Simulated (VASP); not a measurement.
Data:

SrVO₃ is modelled in the cubic space group Pm-3m (No. 221), the cubic perovskite structure, Pearson symbol cP5. Cell: a = b = c = 3.817 Å, α = β = γ = 90.00°. Sr on 1a sees 12 O at 2.699 Å (cuboctahedral). V on 1b has 6 O at 1.908 Å (octahedral). O on 3c sees 2 V at 1.908 Å and 4 Sr at 2.699 Å (octahedral). (Neighbours: up to the widest gap in distance over summed covalent radii, below 1.35, at either atom; cation-cation and far metal-metal contacts left out.)

Method: PBEsol GGA, VASP's PBE PAW potentials (set 64) (plane waves; VASP 6.6.1). Settings: 520 eV cut-off, 8×8×8 Γ-centred mesh, first-order Methfessel-Paxton smearing of 0.10 eV, potentials Sr_sv V_sv O.

Task: Give the energy at these volumes per atom, relative to the lowest: 10.44, 10.78, 11.11, 11.44, 11.78 Å³.

Result: 28.7, 7.0, 0.0, 5.5, 21.7 meV/atom. A third-order Birch-Murnaghan fit gives B0 = 199 GPa and B0′ = 4.5.

Measured: a 3.842 Å (computed value off by -0.7 %), as given by Samuel D. Marks et al., Physical Review Materials (2021), arXiv:2103.05797. The calculation is for a static lattice, while the measured a holds thermal and zero-point effects, which are part of the difference.

The compound is SrVO3 in the cubic perovskite structure. It was relaxed first. The run is not spin-polarised, so no magnetic state was tried.
